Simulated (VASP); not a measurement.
Output of a VASP run:

**OSZICAR**
```
       N       E                     dE             d eps       ncg     rms          rms(c)
DAV:   1     0.151304103365E+03    0.15130E+03   -0.12693E+04  7104   0.171E+03
DAV:   2    -0.435112467006E+02   -0.19482E+03   -0.18650E+03  7056   0.339E+02
DAV:   3    -0.522433727183E+02   -0.87321E+01   -0.82945E+01  7833   0.101E+02
DAV:   4    -0.523851862543E+02   -0.14181E+00   -0.14118E+00  8244   0.113E+01
DAV:   5    -0.523902087085E+02   -0.50225E-02   -0.50211E-02  8629   0.199E+00    0.203E+01
DAV:   6    -0.499927767445E+02    0.23974E+01   -0.77209E+01  7661   0.153E+02    0.229E+01
DAV:   7    -0.442638598019E+02    0.57289E+01   -0.20051E+01  7870   0.770E+01    0.291E+00
DAV:   8    -0.443250377915E+02   -0.61178E-01   -0.71919E-01  8006   0.102E+01    0.255E+00
DAV:   9    -0.442903445111E+02    0.34693E-01   -0.16575E-01  7796   0.629E+00    0.984E-01
DAV:  10    -0.442963975290E+02   -0.60530E-02   -0.19261E-02  9302   0.173E+00    0.439E-01
DAV:  11    -0.442967849106E+02   -0.38738E-03   -0.27005E-03  7731   0.853E-01    0.215E-01
DAV:  12    -0.442969285735E+02   -0.14366E-03   -0.61684E-04  8224   0.347E-01    0.551E-02
DAV:  13    -0.442969478639E+02   -0.19290E-04   -0.11411E-04  7627   0.151E-01    0.279E-02
DAV:  14    -0.442969581690E+02   -0.10305E-04   -0.17518E-05  4839   0.593E-02    0.948E-03
DAV:  15    -0.442969581693E+02   -0.33060E-09   -0.39740E-06  3883   0.229E-02
   1 F= -.44296958E+02 E0= -.44297013E+02  d E =-.442970E+02  mag=     0.8951
```

File OUTCAR:
```
------------------------ aborting loop because EDIFF is reached ----------------------------------------
  FORCE on cell =-STRESS in cart. coord.  units (eV):
  Direction    XX          YY          ZZ          XY          YZ          ZX
  --------------------------------------------------------------------------------------
  Total       -0.1250451     -0.1250451     -0.1250451     -0.0000000     -0.0000000      0.0000000
  in kB       -4.5685347     -4.5685347     -4.5685347     -0.0000000     -0.0000000      0.0000000
  external PRESSURE =      -4.5685347 kB  Pullay stress =       0.0000000 kB
  volume of cell :       43.85
      direct lattice vectors                 reciprocal lattice vectors
     3.526414816  0.000000000  0.000000000     0.283574126  0.000000000  0.000000000
     0.000000000  3.526414816  0.000000000     0.000000000  0.283574126  0.000000000
     0.000000000  0.000000000  3.526414816     0.000000000  0.000000000  0.283574126
 POSITION                                       TOTAL-FORCE (eV/Angst)
 -----------------------------------------------------------------------------------
      0.00000      0.00000      0.00000         0.000000      0.000000      0.000000
      0.00000      1.76321      1.76321         0.000000      0.000000      0.000000
      1.76321      0.00000      1.76321         0.000000      0.000000      0.000000
      1.76321      1.76321      0.00000         0.000000      0.000000      0.000000
 -----------------------------------------------------------------------------------
    total drift:                                0.000000      0.000000      0.000000
  FREE ENERGIE OF THE ION-ELECTRON SYSTEM (eV)
  ---------------------------------------------------
  free  energy   TOTEN  =       -44.2969581693 eV

  energy  without entropy=      -44.2971238681  energy(sigma->0) =      -44.29701340

 total charge

# of ion       s       p       d       tot
------------------------------------------
    1        0.412   0.416   0.000   0.828
    2        0.521   0.571   8.387   9.479
    3        0.521   0.571   8.387   9.479
    4        0.521   0.571   8.387   9.479
--------------------------------------------------
tot          1.974   2.128  25.161  29.263

 magnetization (x)

# of ion       s       p       d       tot
------------------------------------------
    1       -0.001  -0.014   0.000  -0.016
    2       -0.007  -0.025   0.364   0.332
    3       -0.007  -0.025   0.364   0.332
    4       -0.007  -0.025   0.364   0.332
--------------------------------------------------
tot         -0.023  -0.088   1.093   0.982

 reached required accuracy - stopping structural energy minimisation
```
(Selected blocks of OUTCAR.)

File POSCAR:
```
Ni3Al
1
    3.5264148158     0.0000000000     0.0000000000
    0.0000000000     3.5264148158     0.0000000000
    0.0000000000     0.0000000000     3.5264148158
Al Ni
1 3
Direct
  0.0000000000   0.0000000000   0.0000000000
  0.0000000000   0.5000000000   0.5000000000
  0.5000000000   0.0000000000   0.5000000000
  0.5000000000   0.5000000000   0.0000000000
```

Task: Reconstruct the remaining input files.

Result: Several could match; the one computed here: the input of the run itself, r2SCAN meta-GGA, plane waves, VASP's PBE PAW potentials (set 64).

### INCAR
```
! general
SYSTEM =Ni3Al
PREC   =Normal
ENCUT  =400
LREAL  =.False.   ! projection in real space or not
LASPH  =.True.   ! aspherical one-centre terms

! electronic loop
EDIFF  =1E-5
NELM   =100
NELMIN =4
ALGO   =Normal   ! blocked Davidson
LMAXMIX=4   ! l cut-off of mixed one-centre charges
LMIXTAU=.True.

! smearing
ISMEAR =1   ! Methfessel-Paxton
SIGMA  =0.1

! functional
METAGGA=R2SCAN

! spin
ISPIN  =2
MAGMOM =0.0 3*0.5

! ions
IBRION =2   ! conjugate gradients
NSW    =20   ! most ionic steps
ISIF   =2   ! forces and stress, cell fixed
EDIFFG =-0.03

! output
LWAVE  =.False.
LCHARG =.False.
LORBIT =10
```

### KPOINTS
```
Automatic mesh
0
gamma
 12 12 12
0 0 0
```

POTCAR, in this order: Al Ni (PBE.64 set). Program: vasp_std.

The compound is Ni3Al in the L1_2 structure. It was relaxed first.
